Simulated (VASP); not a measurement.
A convergence study with VASP on CrO2 (rutile): one setting is varied, all else stays as given below, so the limit is that of these other settings. Each run relaxes cell and ions from the cell shown. The basis is that of the starting cell, so low cut-offs carry a Pulay error.

```
CrO2
1.0
    4.42000     0.00000     0.00000
    0.00000     4.42000     0.00000
    0.00000     0.00000     2.92000
Cr O
2 4
Direct
  0.00000   0.00000   0.00000
  0.50000   0.50000   0.50000
  0.30300   0.30300   0.00000
  0.80300   0.19700   0.50000
  0.19700   0.80300   0.50000
  0.69700   0.69700   0.00000
```
Starting moments (μB, in the order of the record's atoms Cr Cr O O O O): 2.5 2.5 0.0 0.0 0.0 0.0.

These are PBE GGA, VASP's PBE PAW potentials (set 64) (plane waves; VASP) values and carry that method's errors. The tightest run used: 800 eV cut-off, 6×6×9 Γ-centred mesh, first-order Methfessel-Paxton smearing of 0.10 eV, potentials Cr_pv O.

The moments were started parallel, and other spin orders were not tried in this run.

```csv
setting,relaxed volume (Å³/atom),E (eV/atom),moment (μB),plane waves
ENCUT = 250,7.649,-9.2562,0.001,524
ENCUT = 300,8.511,-8.6599,4.000,688
ENCUT = 350,9.032,-8.4522,4.000,876
ENCUT = 400,9.374,-8.4057,4.000,1056
```

Problem. These are the cheaper rows. Estimate the results at ENCUT = 800, and how far the last row shown lies from them.

Solution. 
```
quantity                  tightest run  last row shown is off by
------------------------  ------------  ------------------------
relaxed volume (Å³/atom)         9.639                    -0.265
E (eV/atom)                    -8.3967                   -0.0090
moment (μB)                      4.000                     0.000
```

Left out are rungs that failed or repeat a setting and relaxations that didn't move; long series are thinned to 24 rows.

The compound is CrO2 in the rutile structure.
